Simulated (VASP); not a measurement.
An input for Quantum ESPRESSO's pw.x (written as the equivalent of a VASP run, and not itself run):

```
&CONTROL
  calculation = 'scf'
  pseudo_dir = './pseudo'
  outdir = './out'
  tprnfor = .true.
  tstress = .false.
/
&SYSTEM
  ibrav = 0
  nat = 9
  ntyp = 2
  ecutwfc = 102
  occupations = 'smearing'
  smearing = 'gaussian'
  degauss = 0.000735
  input_dft = 'hse'
  nqx1 = 3
  nqx2 = 3
  nqx3 = 1
  screening_parameter = 0.1058
/
&ELECTRONS
  conv_thr = 7.3e-08
  electron_maxstep = 100
/
ATOMIC_SPECIES
  Cd 112.414 Cd.upf
  I 126.904 I.upf
CELL_PARAMETERS angstrom
     4.2887000    0.0000000    0.0000000
    -2.1443500    3.7141230    0.0000000
     0.0000000    0.0000000   21.8468500
ATOMIC_POSITIONS crystal
  Cd   0.6534390  0.3233770  0.3316670
  Cd   0.3482880  0.6752840  0.6679880
  Cd  -0.0133210 -0.0044300 -0.0021750
  I    0.3695280  0.6889560  0.0767370
  I    0.6688410  0.3342300  0.9231460
  I    0.3069190  0.6360960  0.4142220
  I    0.6725570  0.3234470  0.5887320
  I    0.0025590 -0.0017810  0.2594340
  I   -0.0088100  0.0248210  0.7402490
K_POINTS automatic
  3 3 1 0 0 0
```

Problem. Write the VASP files for the same calculation (HSE06).

Solution. Several could match; the one computed here: 
**POSCAR**
```
CdI2
1
    4.2887000000     0.0000000000     0.0000000000
   -2.1443500000     3.7141230000     0.0000000000
    0.0000000000     0.0000000000    21.8468500000
Cd I
3 6
Direct
  0.6534390000   0.3233770000   0.3316670000
  0.3482880000   0.6752840000   0.6679880000
 -0.0133210000  -0.0044300000  -0.0021750000
  0.3695280000   0.6889560000   0.0767370000
  0.6688410000   0.3342300000   0.9231460000
  0.3069190000   0.6360960000   0.4142220000
  0.6725570000   0.3234470000   0.5887320000
  0.0025590000  -0.0017810000   0.2594340000
 -0.0088100000   0.0248210000   0.7402490000
```

### INCAR
```
SYSTEM = CdI2
PREC = Accurate
ENCUT = 300
EDIFF = 1E-6
NELM = 100
ALGO = Normal
LREAL = .FALSE.
LASPH = .TRUE.
ISMEAR = 0
SIGMA = 0.01
GGA = PE
HFSCREEN = 0.2
AEXX = 0.25
LHFCALC = .TRUE.
PRECFOCK = Fast
ISYM = 3
LMAXMIX = 4
LWAVE = .FALSE.
LCHARG = .FALSE.
ISIF = 2
```

File KPOINTS:
```
Automatic mesh
0
gamma
 3 3 1
```

POTCAR, in this order: Cd I (PBE.64 set). Program: vasp_std.

Limits of the translation: the potentials are each code's own (VASP's PAW set, PseudoDojo norm-conserving files in pw.x), so ENCUT and ecutwfc are chosen apart and not converted; conv_thr bounds pw.x's estimated SCF error, while EDIFF bounds the energy change between steps.

The structure comes from a computed database's CdI2 entry; how it stands against other phases isn't given here. The cell was not relaxed at this level. The k-mesh is coarse (spacing up to 0.56 per Å, 2π included), so the numbers may not be converged in it. The run is one of a series of settings (HFRCUT removed, HFSCREEN = 0.2 against the base run), some of them coarse on purpose.
